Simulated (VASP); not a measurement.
# Quasiparticle energies of BAs in VASP, part 4 of 8

Aim: the quasiparticle gap of BAs, and what it costs to get it. The cell is of the zinc-blende type, one of the forms listed for this formula. The start is a cell from a database of measured crystal structures.

VASP 6.6.1, plane waves and PAW; the level of theory is named at each step.

So far, quasiparticle gap on the mesh (eV): step 3 (evGW0) 2.00. Also gap on the k-mesh (eV): step 2 (empty bands, functional PBE) 1.26.

**4. evGW**

This step: evGW on PBE; plane waves and PAW (As_GW, B_GW) (VASP 6.6.1).

The levels are updated in both G and W; wider gaps weaken the screening and open the gap further.

INCAR

```
SYSTEM = BAs
PREC = Accurate
ENCUT = 340
ISMEAR = 0
SIGMA = 0.01
LREAL = .FALSE.
GGA = PE
NBANDS = 176
ALGO = EVGW
NELMGW = 4
ENCUTGW = 200
NOMEGA = 64
PRECFOCK = Fast
NBANDSGW = 16
LWAVE = .FALSE.
LCHARG = .FALSE.
```

POSCAR

```
BAs
1.0
    0.0000000000      2.3885000000      2.3885000000
    2.3885000000      0.0000000000      2.3885000000
    2.3885000000      2.3885000000      0.0000000000
As B
1 1
Direct
    0.7500000000      0.7500000000      0.7500000000
    0.0000000000      0.0000000000      0.0000000000
```

KPOINTS

```
Automatic mesh
0
Gamma
6 6 6
0 0 0
```

PAW data sets: As_GW and B_GW (PBE family, release 64).

Command:

```bash
> mpirun -np 8 vasp_std
```

The program printed:

```text
[banner, memory and clock lines left out]
running    8 mpi-ranks, on    1 nodes
 distrk:  each k-point on    8 cores,    1 groups
 distr:  one band on    1 cores,    8 groups

 POSCAR found type information on POSCAR AsB
 POSCAR found :  2 types and       2 ions
 [... a notice as in an earlier step ...]

 [... a notice as in an earlier step ...]

 LDA part: xc-table for (Slater+PW92), standard interpolation
 found WAVECAR, reading the header
 POSCAR, INCAR and KPOINTS ok, starting setup
 FFT: planning ... GRIDC
 FFT: planning ... GRID_SOFT
 FFT: planning ... GRID
 reading WAVECAR
 the WAVECAR file was read successfully
 initial charge from wavefunction
 available memory per node:     30.78 GB, setting MAXMEM to     31515

 The Fermi energy was updated, please check that it is located mid-gap
 values below the HOMO (VB) or above the LUMO (CB) will cause erroneous energies
 E-fermi :   6.8067

 calculate exact exchange contribution
 the WAVEDER file was read successfully
energies w=
    0.000    0.000    0.525    0.000    1.048    0.000    1.569    0.000
    2.086    0.000    2.600    0.000    3.107    0.000    3.609    0.000
    4.105    0.000    4.594    0.000    5.076    0.000    5.551    0.000
    6.020    0.000    6.483    0.000    6.940    0.000    7.391    0.000
    7.838    0.000    8.281    0.000    8.720    0.000    9.157    0.000
    9.593    0.000   10.028    0.000   10.463    0.000   10.900    0.000
   11.339    0.000   11.781    0.000   12.229    0.000   12.682    0.000
   13.144    0.000   13.614    0.000   14.095    0.000   14.589    0.000
   15.097    0.000   15.622    0.000   16.167    0.000   16.733    0.000
   17.324    0.000   17.944    0.000   18.597    0.000   19.287    0.000
   20.020    0.000   20.801    0.000   21.640    0.000   22.543    0.000
   23.521    0.000   24.588    0.000   25.757    0.000   27.049    0.000
   28.485    0.000   30.095    0.000   31.915    0.000   33.992    0.000
   36.388    0.000   39.186    0.000   42.498    0.000   46.482    0.000
   51.365    0.000   57.490    0.000   65.394    0.000   75.973    0.000
   90.841    0.000  113.230    0.000  150.687    0.000  225.925    0.000
 responsefunction array rank=     192
 LDA part: xc-table for (Slater+PW92), standard interpolation

 min. memory requirement per mpi rank    159.2 MB, per node   1273.4 MB

 allocating   8 responsefunctions rank=   192
 shmem allocating  64 responsefunctions rank=   192
 response function shared by NCSHMEM nodes    1
 Doing            8  frequencies on each core in blocks of           64
NQ=   1    0.0000    0.0000    0.0000,
|.........|.........|.........|.........|.........|.........|.........|.........
 performed        387000 updates of chi_q(r,r)
 total number of BLAS operations         88.50 Gflops
NQ=   2    0.1667    0.0000    0.0000,
|.........|.........|.........|.........|.........|.........|.........|.........
 performed       1157000 updates of chi_q(r,r)
 total number of BLAS operations        270.81 Gflops
NQ=   3    0.3333    0.0000    0.0000,
|.........|.........|.........|.........|.........|.........|.........|.........
 performed       1927000 updates of chi_q(r,r)
 total number of BLAS operations        451.00 Gflops
NQ=   4    0.5000    0.0000    0.0000,
|.........|.........|.........|.........|.........|.........|.........|.........
 performed       2562000 updates of chi_q(r,r)
 total number of BLAS operations        594.41 Gflops
NQ=   5    0.1667    0.1667    0.0000,
|.........|.........|.........|.........|.........|.........|.........|.........
 performed       3332000 updates of chi_q(r,r)
 total number of BLAS operations        770.42 Gflops
NQ=   6    0.3333    0.1667    0.0000,
|.........|.........|.........|.........|.........|.........|.........|.........
 performed       4586000 updates of chi_q(r,r)
 total number of BLAS operations       1088.44 Gflops
NQ=   7    0.5000    0.1667    0.0000,
|.........|.........|.........|.........|.........|.........|.........|.........
 performed       5840000 updates of chi_q(r,r)
 total number of BLAS operations       1406.46 Gflops
NQ=   8   -0.3333    0.1667    0.0000,
|.........|.........|.........|.........|.........|.........|.........|.........
 performed       7094000 updates of chi_q(r,r)
 total number of BLAS operations       1706.86 Gflops
NQ=   9   -0.1667    0.1667    0.0000,
|.........|.........|.........|.........|.........|.........|.........|.........
 performed       8168000 updates of chi_q(r,r)
 total number of BLAS operations       1961.15 Gflops
NQ=  10    0.3333    0.3333    0.0000,
|.........|.........|.........|.........|.........|.........|.........|.........
 performed       8938000 updates of chi_q(r,r)
 total number of BLAS operations       2147.73 Gflops
NQ=  11    0.5000    0.3333    0.0000,
|.........|.........|.........|.........|.........|.........|.........|.........
 performed      10192000 updates of chi_q(r,r)
 total number of BLAS operations       2465.75 Gflops
NQ=  12   -0.3333    0.3333    0.0000,
|.........|.........|.........|.........|.........|.........|.........|.........
 performed      11266000 updates of chi_q(r,r)
 total number of BLAS operations       2732.00 Gflops
NQ=  13    0.5000    0.5000    0.0000,
|.........|.........|.........|.........|.........|.........|.........|.........
 performed      11822000 updates of chi_q(r,r)
 total number of BLAS operations       2892.65 Gflops
NQ=  14    0.5000    0.3333    0.1667,
|.........|.........|.........|.........|.........|.........|.........|.........
 performed      13245000 updates of chi_q(r,r)
 total number of BLAS operations       3253.50 Gflops
NQ=  15   -0.3333    0.3333    0.1667,
|.........|.........|.........|.........|.........|.........|.........|.........
 performed      14578000 updates of chi_q(r,r)
 total number of BLAS operations       3599.15 Gflops
NQ=  16   -0.3333    0.5000    0.1667,
|.........|.........|.........|.........|.........|.........|.........|.........
 performed      15658000 updates of chi_q(r,r)
 total number of BLAS operations       3854.77 Gflops
 resolving degeneracies of screened two electron integrals

 calculate QP shifts <psi_nk| G(iteration)W_0 |psi_nk>: iteration 1
 allocating   8 responsefunctions rank=   192
 shmem allocating  64 responsefunctions rank=   192
 response function shared by NCSHMEM nodes    1
 Doing            8  frequencies on each core in blocks of           64
NQ=   1    0.0000    0.0000    0.0000,
|.........|.........|.........|.........|.........|.........|.........|.........
 performed        387000 updates of chi_q(r,r)
 total number of BLAS operations         88.50 Gflops
NQ=   2    0.1667    0.0000    0.0000,
[...]
total number of BLAS operations       3599.15 Gflops
NQ=  16   -0.3333    0.5000    0.1667,
|.........|.........|.........|.........|.........|.........|.........|.........
 performed      15658000 updates of chi_q(r,r)
 total number of BLAS operations       3854.77 Gflops
 resolving degeneracies of screened two electron integrals

 calculate QP shifts <psi_nk| G(iteration)W_0 |psi_nk>: iteration 2
 allocating   8 responsefunctions rank=   192
 shmem allocating  64 responsefunctions rank=   192
 response function shared by NCSHMEM nodes    1
 Doing            8  frequencies on each core in blocks of           64
NQ=   1    0.0000    0.0000    0.0000,
|.........|.........|.........|.........|.........|.........|.........|.........
 performed        387000 updates of chi_q(r,r)
 total number of BLAS operations         88.50 Gflops
NQ=   2    0.1667    0.0000    0.0000,
|.........|.........|.........|.........|.........|.........|.........|.........
 performed       1157000 updates of chi_q(r,r)
 total number of BLAS operations        270.81 Gflops
NQ=   3    0.3333    0.0000    0.0000,
|.........|.........|.........|.........|.........|.........|.........|.........
 performed       1927000 updates of chi_q(r,r)
 total number of BLAS operations        451.00 Gflops
NQ=   4    0.5000    0.0000    0.0000,
|.........|.........|.........|.........|.........|.........|.........|.........
 performed       2562000 updates of chi_q(r,r)
 total number of BLAS operations        594.41 Gflops
NQ=   5    0.1667    0.1667    0.0000,
|.........|.........|.........|.........|.........|.........|.........|.........
 performed       3332000 updates of chi_q(r,r)
 total number of BLAS operations        770.42 Gflops
NQ=   6    0.3333    0.1667    0.0000,
|.........|.........|.........|.........|.........|.........|.........|.........
 performed       4586000 updates of chi_q(r,r)
 total number of BLAS operations       1088.44 Gflops
NQ=   7    0.5000    0.1667    0.0000,
|.........|.........|.........|.........|.........|.........|.........|.........
 performed       5840000 updates of chi_q(r,r)
 total number of BLAS operations       1406.46 Gflops
NQ=   8   -0.3333    0.1667    0.0000,
|.........|.........|.........|.........|.........|.........|.........|.........
 performed       7094000 updates of chi_q(r,r)
 total number of BLAS operations       1706.86 Gflops
NQ=   9   -0.1667    0.1667    0.0000,
|.........|.........|.........|.........|.........|.........|.........|.........
 performed       8168000 updates of chi_q(r,r)
 total number of BLAS operations       1961.15 Gflops
NQ=  10    0.3333    0.3333    0.0000,
|.........|.........|.........|.........|.........|.........|.........|.........
 performed       8938000 updates of chi_q(r,r)
 total number of BLAS operations       2147.73 Gflops
NQ=  11    0.5000    0.3333    0.0000,
|.........|.........|.........|.........|.........|.........|.........|.........
 performed      10192000 updates of chi_q(r,r)
 total number of BLAS operations       2465.75 Gflops
NQ=  12   -0.3333    0.3333    0.0000,
|.........|.........|.........|.........|.........|.........|.........|.........
 performed      11266000 updates of chi_q(r,r)
 total number of BLAS operations       2732.00 Gflops
NQ=  13    0.5000    0.5000    0.0000,
|.........|.........|.........|.........|.........|.........|.........|.........
 performed      11822000 updates of chi_q(r,r)
 total number of BLAS operations       2892.65 Gflops
NQ=  14    0.5000    0.3333    0.1667,
|.........|.........|.........|.........|.........|.........|.........|.........
 performed      13245000 updates of chi_q(r,r)
 total number of BLAS operations       3253.50 Gflops
NQ=  15   -0.3333    0.3333    0.1667,
|.........|.........|.........|.........|.........|.........|.........|.........
 performed      14578000 updates of chi_q(r,r)
 total number of BLAS operations       3599.15 Gflops
NQ=  16   -0.3333    0.5000    0.1667,
|.........|.........|.........|.........|.........|.........|.........|.........
 performed      15658000 updates of chi_q(r,r)
 total number of BLAS operations       3854.77 Gflops
 resolving degeneracies of screened two electron integrals

 calculate QP shifts <psi_nk| G(iteration)W_0 |psi_nk>: iteration 3
 allocating   8 responsefunctions rank=   192
 shmem allocating  64 responsefunctions rank=   192
 response function shared by NCSHMEM nodes    1
 Doing            8  frequencies on each core in blocks of           64
NQ=   1    0.0000    0.0000    0.0000,
|.........|.........|.........|.........|.........|.........|.........|.........
 performed        387000 updates of chi_q(r,r)
 total number of BLAS operations         88.50 Gflops
NQ=   2    0.1667    0.0000    0.0000,
|.........|.........|.........|.........|.........|.........|.........|.........
 performed       1157000 updates of chi_q(r,r)
 total number of BLAS operations        270.81 Gflops
NQ=   3    0.3333    0.0000    0.0000,
|.........|.........|.........|.........|.........|.........|.........|.........
 performed       1927000 updates of chi_q(r,r)
 total number of BLAS operations        451.00 Gflops
NQ=   4    0.5000    0.0000    0.0000,
|.........|.........|.........|.........|.........|.........|.........|.........
 performed       2562000 updates of chi_q(r,r)
 total number of BLAS operations        594.41 Gflops
NQ=   5    0.1667    0.1667    0.0000,
|.........|.........|.........|.........|.........|.........|.........|.........
 performed       3332000 updates of chi_q(r,r)
 total number of BLAS operations        770.42 Gflops
NQ=   6    0.3333    0.1667    0.0000,
|.........|.........|.........|.........|.........|.........|.........|.........
 performed       4586000 updates of chi_q(r,r)
 total number of BLAS operations       1088.44 Gflops
NQ=   7    0.5000    0.1667    0.0000,
|.........|.........|.........|.........|.........|.........|.........|.........
 performed       5840000 updates of chi_q(r,r)
 total number of BLAS operations       1406.46 Gflops
NQ=   8   -0.3333    0.1667    0.0000,
|.........|.........|.........|.........|.........|.........|.........|.........
 performed       7094000 updates of chi_q(r,r)
 total number of BLAS operations       1706.86 Gflops
NQ=   9   -0.1667    0.1667    0.0000,
|.........|.........|.........|.........|.........|.........|.........|.........
 performed       8168000 updates of chi_q(r,r)
 total number of BLAS operations       1961.15 Gflops
NQ=  10    0.3333    0.3333    0.0000,
|.........|.........|.........|.........|.........|.........|.........|.........
 performed       8938000 updates of chi_q(r,r)
 total number of BLAS operations       2147.73 Gflops
NQ=  11    0.5000    0.3333    0.0000,
|.........|.........|.........|.........|.........|.........|.........|.........
 performed      10192000 updates of chi_q(r,r)
 total number of BLAS operations       2465.75 Gflops
NQ=  12   -0.3333    0.3333    0.0000,
|.........|.........|.........|.........|.........|.........|.........|.........
 performed      11266000 updates of chi_q(r,r)
 total number of BLAS operations       2732.00 Gflops
NQ=  13    0.5000    0.5000    0.0000,
|.........|.........|.........|.........|.........|.........|.........|.........
 performed      11822000 updates of chi_q(r,r)
 total number of BLAS operations       2892.65 Gflops
NQ=  14    0.5000    0.3333    0.1667,
|.........|.........|.........|.........|.........|.........|.........|.........
 performed      13245000 updates of chi_q(r,r)
 total number of BLAS operations       3253.50 Gflops
NQ=  15   -0.3333    0.3333    0.1667,
|.........|.........|.........|.........|.........|.........|.........|.........
 performed      14578000 updates of chi_q(r,r)
 total number of BLAS operations       3599.15 Gflops
NQ=  16   -0.3333    0.5000    0.1667,
|.........|.........|.........|.........|.........|.........|.........|.........
 performed      15658000 updates of chi_q(r,r)
 total number of BLAS operations       3854.77 Gflops
 resolving degeneracies of screened two electron integrals

 calculate QP shifts <psi_nk| G(iteration)W_0 |psi_nk>: iteration 4
 entering main loop
```

Wall time 3.6 min (8 MPI ranks of AMD EPYC 9R45, shared host); peak memory 1.8 GiB; 28 min of CPU time.

[end of part 4 of 8]

[Lines on the potential files, build, host, timing and source positions are cut from VASP's logs without a mark.]

[Logs are printed without paths, hosts, clocks, repeated set-up lines and the standing remarks that a program may print on its own settings, such as how far it seeks lower states.]

[Hosts, paths, dates, database ids (printed as entryN), source tags and the programs' standing remarks are cut or masked in the printed files.]

[Pressures printed for these runs are not shown converged in the cutoff: they can be off by several GPa and have the wrong sign.]
